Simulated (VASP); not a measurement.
Level of theory: LDA (Ceperley-Alder, Perdew-Zunger), VASP's LDA PAW potentials (set 64) (plane waves; VASP).

VASP input:

### INCAR
```
# general
SYSTEM  = ZnS
PREC    = Accurate
ENCUT   = 400   # plane-wave cut-off (eV)
LREAL   = .FALSE.
LASPH   = .TRUE.

# electronic loop
EDIFF   = 1E-8   # SCF stop (eV)
NELM    = 100   # most electronic steps
ALGO    = Normal   # blocked Davidson
LMAXMIX = 4   # l cut-off of mixed one-centre charges

# smearing
ISMEAR  = 0   # Gaussian
SIGMA   = 0.05

# ions
IBRION  = 1   # quasi-Newton
NSW     = 30   # most ionic steps
ISIF    = 2
EDIFFG  = -0.001   # ionic stop

# output
LWAVE   = .FALSE.
LCHARG  = .FALSE.
```

KPOINTS:
```
Automatic mesh
0
Gamma
6 6 4
0 0 0
```

### POSCAR
```
ZnS
1
    1.8714451269    -3.2414380034     0.0000000000
    1.8714451269     3.2414380034     0.0000000000
    0.0000000000     0.0000000000     6.1318789867
Zn S
2 2
Direct
  0.6666670000   0.3333330000   0.5000851378
  0.3333330000   0.6666670000   0.0000851378
  0.6666670000   0.3333330000   0.8749148622
  0.3333330000   0.6666670000   0.3749148622
```

POTCAR, in this order: Zn S (LDA.64 set). Program: vasp_std.

The resulting files:

File OSZICAR:
```
       N       E                     dE             d eps       ncg     rms          rms(c)
DAV:   1     0.210315980898E+03    0.21032E+03   -0.15128E+04   924   0.169E+03
DAV:   2     0.151926405639E+01   -0.20880E+03   -0.20376E+03   974   0.339E+02
DAV:   3    -0.168623485671E+02   -0.18382E+02   -0.18276E+02  1116   0.108E+02
DAV:   4    -0.172673106466E+02   -0.40496E+00   -0.40463E+00  1074   0.166E+01
DAV:   5    -0.172750245877E+02   -0.77139E-02   -0.77134E-02  1134   0.225E+00    0.112E+01
DAV:   6    -0.164110553181E+02    0.86397E+00   -0.21003E+00  1352   0.460E+01    0.840E+00
DAV:   7    -0.164299247175E+02   -0.18869E-01   -0.21195E+00   978   0.868E+00    0.325E+00
DAV:   8    -0.163981733033E+02    0.31751E-01   -0.11505E-01  1254   0.385E+00    0.108E+00
DAV:   9    -0.163967073470E+02    0.14660E-02   -0.27466E-02  1276   0.238E+00    0.320E-01
DAV:  10    -0.163967611268E+02   -0.53780E-04   -0.84171E-04  1130   0.374E-01    0.222E-01
DAV:  11    -0.163967798689E+02   -0.18742E-04   -0.85244E-05  1168   0.116E-01    0.469E-02
DAV:  12    -0.163967779550E+02    0.19139E-05   -0.15859E-05  1044   0.267E-02    0.241E-02
DAV:  13    -0.163967780775E+02   -0.12243E-06   -0.46091E-07  1108   0.561E-03    0.155E-02
DAV:  14    -0.163967781937E+02   -0.11629E-06   -0.31926E-07  1398   0.114E-02    0.132E-03
DAV:  15    -0.163967781677E+02    0.26015E-07   -0.13789E-07  1368   0.703E-03    0.801E-04
DAV:  16    -0.163967781709E+02   -0.31609E-08   -0.21513E-08   830   0.940E-04
   1 F= -.16396778E+02 E0= -.16396778E+02  d E =-.163968E+02
       N       E                     dE             d eps       ncg     rms          rms(c)
DAV:   1    -0.163968061340E+02   -0.27966E-04   -0.10892E-02   960   0.731E-01    0.398E-02
DAV:   2    -0.163968282422E+02   -0.22108E-04   -0.23782E-04  1124   0.114E-01    0.126E-02
DAV:   3    -0.163968275540E+02    0.68827E-06   -0.30151E-06  1056   0.138E-02    0.964E-03
DAV:   4    -0.163968271571E+02    0.39690E-06   -0.19413E-06  1082   0.816E-03    0.252E-03
DAV:   5    -0.163968271821E+02   -0.25061E-07   -0.43386E-07  1002   0.493E-03    0.192E-03
DAV:   6    -0.163968271849E+02   -0.28144E-08   -0.19655E-08   874   0.113E-03
   2 F= -.16396827E+02 E0= -.16396827E+02  d E =-.490140E-04
       N       E                     dE             d eps       ncg     rms          rms(c)
DAV:   1    -0.163968274311E+02   -0.24902E-06   -0.36025E-03   966   0.421E-01    0.232E-02
DAV:   2    -0.163968347976E+02   -0.73664E-05   -0.79408E-05  1118   0.655E-02    0.716E-03
DAV:   3    -0.163968345729E+02    0.22467E-06   -0.10079E-06  1068   0.800E-03    0.546E-03
DAV:   4    -0.163968344445E+02    0.12839E-06   -0.62555E-07  1058   0.464E-03    0.144E-03
DAV:   5    -0.163968344525E+02   -0.79735E-08   -0.14020E-07  1002   0.280E-03    0.111E-03
DAV:   6    -0.163968344533E+02   -0.83128E-09   -0.58668E-09   588   0.642E-04
   3 F= -.16396834E+02 E0= -.16396834E+02  d E =-.726839E-05
```

**OUTCAR**
```
------------------------ aborting loop because EDIFF is reached ----------------------------------------
  FORCE on cell =-STRESS in cart. coord.  units (eV):
  Direction    XX          YY          ZZ          XY          YZ          ZX
  --------------------------------------------------------------------------------------
  Total       -0.0662535     -0.0662535      0.0813582      0.0000000      0.0000000      0.0000000
  in kB       -1.4268589     -1.4268588      1.7521582      0.0000000      0.0000000      0.0000000
  external PRESSURE =      -0.3671865 kB  Pullay stress =       0.0000000 kB
  volume of cell :       74.39
      direct lattice vectors                 reciprocal lattice vectors
     1.871445127 -3.241438003  0.000000000     0.267173209 -0.154252526  0.000000000
     1.871445127  3.241438003  0.000000000     0.267173209  0.154252526  0.000000000
     0.000000000  0.000000000  6.131878987     0.000000000  0.000000000  0.163082149
  FREE ENERGIE OF THE ION-ELECTRON SYSTEM (eV)
  ---------------------------------------------------
  free  energy   TOTEN  =       -16.3968344533 eV

  energy  without entropy=      -16.3968344533  energy(sigma->0) =      -16.39683445

 reached required accuracy - stopping structural energy minimisation
```
(Selected blocks of OUTCAR.)

CONTCAR:
```
ZnS
   1.00000000000000
     1.8714451269000001   -3.2414380033999999    0.0000000000000000
     1.8714451269000001    3.2414380033999999    0.0000000000000000
     0.0000000000000000    0.0000000000000000    6.1318789867000003
  Zn              S
     2     2
Direct
     0.6666669999999968    0.3333330000000032    0.5003250505839704
     0.3333330000000032    0.6666669999999968    0.0003250505839703
     0.6666669999999968    0.3333330000000032    0.8746749494160296
     0.3333330000000032    0.6666669999999968    0.3746749494160297
```

The compound is ZnS in the wurtzite structure, the high-temperature form. This run relaxes the ions in a fixed cell. Symmetry was kept, so distortions that lower it aren't found. The start is the result of an earlier pass.
